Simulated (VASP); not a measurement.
Level of theory: LDA (Ceperley-Alder, Perdew-Zunger), VASP's LDA PAW potentials (set 64) (plane waves; VASP).

Gaps are without spin-orbit coupling.

```
Property                                               Value
---------------------------------------------  -------------
volume per atom                                21.75 Å³/atom
band gap (over mesh and band path)                   1.96 eV
smallest direct gap (over mesh and band path)        1.97 eV
```

### Question
Which relaxed crystal gives these values?
A. NaH, Fm-3m (225)
B. Al2ZnS2Se2, Pm (6)
C. SiO2, P4_2/mnm (136)
D. AlN, P6_3mc (186)

### Answer
B, Al2ZnS2Se2, Pm (6)
